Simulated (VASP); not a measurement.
Input:

```
Ca
1.0
    0.00000     2.84580     2.84580
    2.84580     0.00000     2.84580
    2.84580     2.84580     0.00000
Ca
1
Direct
  0.00000   0.00000   0.00000
```

The numbers are results of PBE GGA, VASP's PBE PAW potentials (set 64) (plane waves; VASP), not measurements. Settings: 400 eV cut-off, 10×10×10 Γ-centred mesh, first-order Methfessel-Paxton smearing of 0.10 eV, potentials Ca_sv.

Question: Give the stress tensor in GPa (positive for a compressed cell).

Answer: 
```
-1.36   0.00   0.00
 0.00  -1.36   0.00
 0.00   0.00  -1.36
```
The pressure is its mean diagonal, -1.36 GPa.

The compound is Ca in the fcc structure. The cell was not relaxed at this level.
